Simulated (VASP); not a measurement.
Input:

```yaml
crystal:
  lattice:
    - [0.00000, 2.43365, 2.43365]
    - [2.43365, 0.00000, 2.43365]
    - [2.43365, 2.43365, 0.00000]
  atoms:
    - { symbol: Na, position: [0.00000, 0.00000, 0.00000] }
    - { symbol: Cl, position: [0.50000, 0.50000, 0.50000] }
```

Method: PBEsol GGA, VASP's PBE PAW potentials (set 64) (plane waves; VASP 6.6.1). Run with 500 eV cut-off, 9×9×9 Γ-centred mesh, Gaussian smearing of 0.050 eV, potentials Na_pv Cl.

**Question.** What does the run give for the energy per atom (σ→0), pressure?

**Answer.** 
```json
{
  "energy per atom (σ→0)": "-3.024 eV/atom",
  "pressure": "29.88 GPa"
}
```

The absolute energy has meaning only against runs of the same code, potentials and settings.

The compound is NaCl in the rock salt structure. It was relaxed first under an external pressure of 30 GPa.
